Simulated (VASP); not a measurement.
VASP input:

POSCAR:
```
PbSe
1
    0.0000000000     3.1358285760     3.1358285760
    3.1358285760     0.0000000000     3.1358285760
    3.1358285760     3.1358285760     0.0000000000
Pb Se
1 1
Direct
  0.0000000000   0.0000000000   0.0000000000
  0.5000000000   0.5000000000   0.5000000000
```

### INCAR
```
SYSTEM = PbSe
PREC = Accurate; ENCUT = 520; LREAL = .FALSE.
LASPH = .TRUE.
EDIFF = 1E-7; NELM = 100; ALGO = Normal
LMAXMIX = 4
ISMEAR = -5
GGA = RE
ISIF = 2
LWAVE = .FALSE.; LCHARG = .TRUE.; LORBIT = 11
NEDOS = 601
```

### KPOINTS
```
Automatic mesh
0
Gamma
8 8 8
0 0 0
```

POTCAR, in this order: Pb_d Se (PBE.64 set). Program: vasp_std.

Problem. Translate this revPBE calculation to Ansatz.

Solution. One equivalent input (not run):
Ansatz 0.2 input:
```yaml
crystal:
  lattice:
    - [0.0000000, 3.1358286, 3.1358286]
    - [3.1358286, 0.0000000, 3.1358286]
    - [3.1358286, 3.1358286, 0.0000000]
  atoms:
    - { symbol: Pb, position: [0.0000000, 0.0000000, 0.0000000] }
    - { symbol: Se, position: [0.5000000, 0.5000000, 0.5000000] }
kpoints:
  mp_grid: { grid: [8, 8, 8] }
hamiltonian:
  xc: revpbe
  pseudopotentials: { kind: paw }
scf:
  occupations: { method: tetrahedron }
  max_iter: 100
output: { forces: true, stress: true, eigenvalues: true }
```
Limits of the translation: each code has its own PAW files, so the cut-off isn't converted (ENCUT is set for VASP's; basis.ecutwfc is left out, and Ansatz then takes the one that its files recommend); Ansatz stops its SCF on the density residual and VASP on the energy change (EDIFF).

The compound is PbSe in the rock salt structure. It was relaxed first, which changed the volume by +8 %.
